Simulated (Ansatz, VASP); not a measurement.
**BiB2 in VASP and in Ansatz**

File INCAR:

```
PREC = Accurate
ENCUT = 520
EDIFF = 1E-6
ISMEAR = 0
SIGMA = 0.1
LREAL = False
LASPH = True
NELM = 80
ALGO = Normal
ISIF = 2
LWAVE = False
LCHARG = True
LDIPOL = True
IDIPOL = 3
DIPOL = 0.5 0.5 0.495
GGA = PE
IVDW = 12
LELF = True
LVHAR = True
LVACPOTAV = True
NBANDS = 30
```

KPOINTS

```
regular mesh
0
Gamma
  6 6 1
```

The input POSCAR:

```
BiB2
1.0
    3.2989914200      0.0000000000      0.0000000000
   -1.6494957100      2.8570103800      0.0000000000
    0.0000000000      0.0000000000     19.0000000000
B Bi
4 2
Direct
    0.3333333300      0.6666666700      0.3842413300
    0.6666666700      0.3333333300      0.3842413300
    0.6666666700      0.3333333300      0.5828947400
    0.3333333300      0.6666666700      0.5828947400
    0.0000000000      0.0000000000      0.4171052600
    0.0000000000      0.0000000000      0.6157586700
```

Input for Ansatz:

```yaml
crystal:
  lattice:
    - [3.29899142, 0.0, 0.0]
    - [-1.64949571, 2.85701038, 0.0]
    - [0.0, 0.0, 19.0]
  atoms:
    - { symbol: B, position: [0.33333333, 0.66666667, 0.38424133] }
    - { symbol: B, position: [0.66666667, 0.33333333, 0.38424133] }
    - { symbol: B, position: [0.66666667, 0.33333333, 0.58289474] }
    - { symbol: B, position: [0.33333333, 0.66666667, 0.58289474] }
    - { symbol: Bi, position: [0.0, 0.0, 0.41710526] }
    - { symbol: Bi, position: [0.0, 0.0, 0.61575867] }
  periodic: [true, true, false]
basis:
  ecutwfc: 420
kpoints:
  mp_grid: { grid: [6, 6, 1] }
hamiltonian:
  xc: pbe
  dispersion: d3bj
scf:
  occupations: { method: gaussian, width: 0.1 }
  lower_state_search: "off"
output:
  forces: true
  stress: true
  eigenvalues: true
```

Alike in both runs: task single point; functional PBE; dispersion D3(BJ); k mesh 6 × 6 × 1; occupations gaussian, width 0.1 eV; no spin polarisation.

|  | VASP | Ansatz |
| --- | --- | --- |
| version | VASP 6.6.1 | Ansatz 0.2.0 |
| potentials or method | VASP PAW PBE potentials, release 64 (B, Bi_d) | scalar-relativistic, plane waves, PAW |
| plane-wave cutoff (eV) | 520 | 420 |
| valence electrons in the cell | 42 | 42 |

|  | VASP | Ansatz | Ansatz less VASP |
| --- | --- | --- | --- |
| gap on the k mesh at the Fermi level (eV) | none | none | - |
| rms of the force components (eV/Å) | 6.122 | 6.163 | +0.0409 |

Atom by atom the forces differ by 0.041 eV/Å (rms over components). A gap of «none» marks a metal or a gap that the smearing closes. Ansatz warned: «slab_cell_height_set».

Caveats: the k mesh is coarse (spacing up to 0.37 Å⁻¹), so the values aren't converged; spin-orbit coupling is left out, which moves the levels of the heavy elements.
